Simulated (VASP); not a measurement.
Output of a VASP run:

**OUTCAR**
```
 ion  position               nearest neighbor table
   1  0.250  0.250  0.250-   2 2.82   2 2.82   2 2.82   2 2.83   2 2.83   2 2.83
   2  0.750  0.750  0.750-   1 2.82   1 2.82   1 2.82   1 2.83   1 2.83   1 2.83
  LATTYP: Found a trigonal (rhomboedric) cell.
 ALAT       =     3.9974751612
 COS(alpha) =     0.5008889671
 Subroutine PRICEL returns:
 Original cell was already a primitive cell.
 Subroutine GETGRP returns: Found 12 space group operations
The static configuration has the point symmetry D_3d.
The dynamic configuration has the point symmetry D_3d.
 Subroutine INISYM returns: Found 12 space group operations
 Subroutine IBZKPT returns following result:
 Found    146 irreducible k-points:

 Following reciprocal coordinates:
            Coordinates               Weight
  0.000000  0.000000  0.000000      1.000000
  0.090909 -0.000000 -0.000000      6.000000
  0.181818 -0.000000 -0.000000      6.000000
  0.272727 -0.000000 -0.000000      6.000000
  0.363636 -0.000000 -0.000000      6.000000
  0.454545 -0.000000  0.000000      6.000000
  0.090909  0.090909 -0.000000      6.000000
  0.181818  0.090909 -0.000000     12.000000
  0.272727  0.090909 -0.000000     12.000000
  0.363636  0.090909 -0.000000     12.000000
  0.454545  0.090909  0.000000     12.000000
 -0.454545  0.090909 -0.000000     12.000000
 -0.363636  0.090909  0.000000     12.000000
 -0.272727  0.090909  0.000000     12.000000
 -0.181818  0.090909  0.000000     12.000000
 -0.090909  0.090909  0.000000      6.000000
  0.181818  0.181818 -0.000000      6.000000
  0.272727  0.181818 -0.000000     12.000000
  0.363636  0.181818 -0.000000     12.000000
  0.454545  0.181818 -0.000000     12.000000
 -0.454545  0.181818 -0.000000     12.000000
 -0.363636  0.181818 -0.000000     12.000000
 -0.272727  0.181818  0.000000     12.000000
 -0.181818  0.181818  0.000000      6.000000
  0.272727  0.272727 -0.000000      6.000000
  0.363636  0.272727  0.000000     12.000000
  0.454545  0.272727  0.000000     12.000000
 -0.454545  0.272727  0.000000     12.000000
 -0.363636  0.272727 -0.000000     12.000000
 -0.272727  0.272727  0.000000      6.000000
  0.363636  0.363636 -0.000000      6.000000
  0.454545  0.363636 -0.000000     12.000000
 -0.454545  0.363636 -0.000000     12.000000
 -0.363636  0.363636  0.000000      6.000000
  0.454545  0.454545  0.000000      6.000000
 -0.454545  0.454545  0.000000      6.000000
  0.090909  0.090909  0.090909      2.000000
  0.181818  0.090909  0.090909      6.000000
  0.272727  0.090909  0.090909      6.000000
  0.363636  0.090909  0.090909      6.000000
   k-points           NKPTS =    146   k-points in BZ     NKDIM =    146   number of bands    NBANDS=      9
   number of dos      NEDOS =    301   number of ions     NIONS =      2
   total plane-waves  NPLWV =  27000
   dimension x,y,z NGX =    30 NGY =   30 NGZ =   30
   dimension x,y,z NGXF=    60 NGYF=   60 NGZF=   60
   ions per type =               2
   PREC   = accura    normal or accurate (medium, high low for compatibility)
   ISTART =      0    job   : 0-new  1-cont  2-samecut
   ICHARG =      2    charge: 1-file 2-atom 10-const
   ISPIN  =      1    spin polarized calculation?
   LNONCOLLINEAR =      F non collinear calculations
   LSORBIT =      F    spin-orbit coupling
   INIWAV =      1    electr: 0-lowe 1-rand  2-diag
   ENCUT  =  500.0 eV  36.75 Ry    6.06 a.u.   7.29  7.29  7.29*2*pi/ulx,y,z
   NELM   =    100;   NELMIN=  2; NELMDL= -5     # of ELM steps
   EDIFF  = 0.1E-05   stopping-criterion for ELM
   LREAL  =      F    real-space projection
   NLSPLINE    = F    spline interpolate recip. space projectors
   LMAXMIX     =    4 max onsite mixed and CHGCAR
   VOSKOWN=      0    Vosko Wilk Nusair interpolation
   EDIFFG = -.2E-01   stopping-criterion for IOM
   NSW    =     40    number of steps for IOM
   NBLOCK =      1;   KBLOCK =     40    inner block; outer block
...
```

### OSZICAR
```
       N       E                     dE             d eps       ncg     rms          rms(c)
DAV:   1     0.141005812725E+00    0.14101E+00   -0.39873E+03  2628   0.918E+02
DAV:   2    -0.494774149297E+02   -0.49618E+02   -0.48668E+02  3550   0.141E+02
DAV:   3    -0.511567167835E+02   -0.16793E+01   -0.16523E+01  3324   0.305E+01
DAV:   4    -0.511724053782E+02   -0.15689E-01   -0.15669E-01  3299   0.295E+00
DAV:   5    -0.511724979387E+02   -0.92561E-04   -0.92547E-04  3359   0.230E-01    0.394E+00
DAV:   6    -0.501892227251E+02    0.98328E+00   -0.26213E-01  2702   0.428E+00    0.296E+00
DAV:   7    -0.511761031972E+02   -0.98688E+00   -0.28950E-01  2665   0.494E+00    0.159E+00
DAV:   8    -0.502746278347E+02    0.90148E+00   -0.23152E-01  2651   0.497E+00    0.235E-01
DAV:   9    -0.502634296773E+02    0.11198E-01   -0.11168E-02  2795   0.108E+00    0.535E-01
DAV:  10    -0.502638493871E+02   -0.41971E-03   -0.10612E-04  3575   0.108E-01    0.513E-01
DAV:  11    -0.502797710198E+02   -0.15922E-01   -0.94543E-03  2647   0.103E+00    0.581E-02
DAV:  12    -0.502795013179E+02    0.26970E-03   -0.65820E-04  3367   0.209E-01    0.114E-01
DAV:  13    -0.502801810501E+02   -0.67973E-03   -0.14091E-04  2679   0.133E-01    0.740E-02
DAV:  14    -0.502801265046E+02    0.54545E-04   -0.26604E-05  2695   0.684E-02    0.281E-02
DAV:  15    -0.502803147372E+02   -0.18823E-03   -0.46529E-05  2665   0.752E-02    0.114E-02
DAV:  16    -0.502803374936E+02   -0.22756E-04   -0.95786E-06  2688   0.352E-02    0.145E-02
DAV:  17    -0.502803391969E+02   -0.17032E-05   -0.16211E-06  2354   0.147E-02    0.101E-02
DAV:  18    -0.502803396240E+02   -0.42711E-06   -0.31477E-07  1382   0.626E-03
   1 F= -.41833931E+02 E0= -.41833207E+02  d E =-.418339E+02
```

OUTCAR:
```
------------------------ aborting loop because EDIFF is reached ----------------------------------------
  FORCE on cell =-STRESS in cart. coord.  units (eV):
  Direction    XX          YY          ZZ          XY          YZ          ZX
  --------------------------------------------------------------------------------------
  Total        8.4735492      8.4418331      8.4453502      0.0000000      0.0000000      0.0104645
  in kB      300.9639816    299.8374871    299.9624084      0.0000000      0.0000000      0.3716769
  external PRESSURE =       0.2546257 kB  Pullay stress =     300.0000000 kB
  volume of cell :       45.11
      direct lattice vectors                 reciprocal lattice vectors
     3.462279474 -1.996953967 -0.067848073     0.142353318 -0.250381335 -0.105132375
     3.462279474  1.996953967 -0.067848073     0.142353318  0.250381335 -0.105132375
     2.374815292  0.000000000  3.215592118     0.006007228  0.000000000  0.306548190
 POSITION                                       TOTAL-FORCE (eV/Angst)
 -----------------------------------------------------------------------------------
      2.32539      0.00000      0.77016        -0.003419      0.000000     -0.001132
      6.97398      0.00000      2.30974         0.003419      0.000000      0.001132
 -----------------------------------------------------------------------------------
    total drift:                                0.000000     -0.000000     -0.000000
  FREE ENERGIE OF THE ION-ELECTRON SYSTEM (eV)
  ---------------------------------------------------
  free  energy   TOTEN  =       -50.2803396240 eV

  energy  without entropy=      -50.2781676511  energy(sigma->0) =      -50.27961563
  enthalpy is  TOTEN    =       -41.8339310139 eV   P V=        8.4464086101

 reached required accuracy - stopping structural energy minimisation
```
(Selected blocks of OUTCAR.)

### POSCAR
```
Sb
1
    3.4622794740    -1.9969539672    -0.0678480726
    3.4622794740     1.9969539672    -0.0678480726
    2.3748152918     0.0000000000     3.2155921179
Sb
2
Direct
  0.2500592371   0.2500592371   0.2500592400
  0.7499407629   0.7499407629   0.7499407600
```

### Question
Reconstruct the remaining input files.

### Answer
One answer among several that fit: the input of the run itself, r2SCAN meta-GGA, plane waves, VASP's PBE PAW potentials (set 64).

**INCAR**
```
! general
SYSTEM  = Sb
PREC    = Accurate
ENCUT   = 500
LREAL   = .FALSE.
LASPH   = .TRUE.

! electronic loop
EDIFF   = 1E-6
NELM    = 100
ALGO    = Normal
LMAXMIX = 4
LMIXTAU = .TRUE.

! smearing
ISMEAR  = 1
SIGMA   = 0.1

! functional
METAGGA = R2SCAN

! ions
IBRION  = 2
NSW     = 40
ISIF    = 3
EDIFFG  = -0.02
PSTRESS = 300

! output
LWAVE   = .FALSE.
LCHARG  = .FALSE.
```

File KPOINTS:
```
Automatic mesh
0
Gamma
11 11 11
0 0 0
```

POTCAR, in this order: Sb (PBE.64 set). Program: vasp_std.

The compound is Sb in the a7 structure. It was relaxed first under an external pressure of 30 GPa.
